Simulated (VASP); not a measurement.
Output of a VASP run:

File OSZICAR:
```
       N       E                     dE             d eps       ncg     rms          rms(c)
DAV:   1     0.955412190438E+02    0.95541E+02   -0.92107E+03   520   0.163E+03
DAV:   2     0.502660585830E+01   -0.90515E+02   -0.86091E+02   535   0.287E+02
DAV:   3    -0.223045949382E+01   -0.72571E+01   -0.72185E+01   675   0.792E+01
DAV:   4    -0.233341751435E+01   -0.10296E+00   -0.10291E+00   555   0.101E+01
DAV:   5    -0.233508378038E+01   -0.16663E-02   -0.16662E-02   645   0.126E+00    0.546E+00
DAV:   6    -0.177391773469E+01    0.56117E+00   -0.13057E+00   783   0.371E+01    0.422E+00
DAV:   7    -0.176573443967E+01    0.81833E-02   -0.35417E-01   525   0.574E+00    0.276E+00
DAV:   8    -0.176515127332E+01    0.58317E-03   -0.64868E-03   580   0.804E-01    0.105E+00
DAV:   9    -0.176517032763E+01   -0.19054E-04   -0.16534E-03   550   0.473E-01    0.119E-01
DAV:  10    -0.176519740681E+01   -0.27079E-04   -0.84908E-05   630   0.870E-02    0.375E-02
DAV:  11    -0.176521843577E+01   -0.21029E-04   -0.40081E-05   550   0.706E-02    0.136E-02
DAV:  12    -0.176521876776E+01   -0.33200E-06   -0.48733E-07   470   0.651E-03
   1 F= -.17652188E+01 E0= -.17652188E+01  d E =-.176522E+01
```

OUTCAR:
```
------------------------ aborting loop because EDIFF is reached ----------------------------------------
  FORCE on cell =-STRESS in cart. coord.  units (eV):
  Direction    XX          YY          ZZ          XY          YZ          ZX
  --------------------------------------------------------------------------------------
  Total        0.0049815      0.0049815      0.0049815      0.0000000      0.0000000     -0.0000000
  in kB        0.1845804      0.1845804      0.1845804      0.0000000      0.0000000     -0.0000000
  external PRESSURE =       0.1845804 kB  Pullay stress =       0.0000000 kB
  volume of cell :       43.24
      direct lattice vectors                 reciprocal lattice vectors
     0.000000000  2.785806206  2.785806206    -0.179481257  0.179481257  0.179481257
     2.785806206  0.000000000  2.785806206     0.179481257 -0.179481257  0.179481257
     2.785806206  2.785806206  0.000000000     0.179481257  0.179481257 -0.179481257
  FREE ENERGIE OF THE ION-ELECTRON SYSTEM (eV)
  ---------------------------------------------------
  free  energy   TOTEN  =        -1.7652187678 eV

  energy  without entropy=       -1.7652187678  energy(sigma->0) =       -1.76521877

 reached required accuracy - stopping structural energy minimisation
```
(Selected blocks of OUTCAR.)

**POSCAR**
```
ZnS
1
   -0.0000000000     2.7858062056     2.7858062056
    2.7858062056    -0.0000000000     2.7858062056
    2.7858062056     2.7858062056    -0.0000000000
Zn S
1 1
Direct
  0.0000000000   0.0000000000   0.0000000000
  0.2500000000   0.2500000000   0.2500000000
```

Reconstruct the remaining input files.

Several could match; the one computed here: the input of the run itself, vdW-DF2, plane waves, VASP's PBE PAW potentials (set 64).

File KPOINTS:
```
Automatic mesh
0
Gamma
7 7 7
0 0 0
```

### INCAR
```
SYSTEM  =  ZnS
PREC  =  Accurate; ENCUT  =  520; LREAL  =  .False.
LASPH  =  .True.
EDIFF  =  1E-6; NELM  =  100; ALGO  =  Normal
LMAXMIX  =  4
ISMEAR  =  0; SIGMA  =  0.05
GGA  =  ML; LUSE_VDW  =  .True.; AGGAC  =  0.0
ZAB_VDW  =  -1.8867
IBRION  =  2; NSW  =  60; ISIF  =  3
EDIFFG  =  -0.01
LWAVE  =  .False.; LCHARG  =  .False.
```

POTCAR, in this order: Zn S (PBE.64 set). Program: vasp_std.

The compound is ZnS in the zinc blende structure. It was relaxed first, which changed the volume by +9 %. The start is the result of an earlier pass.
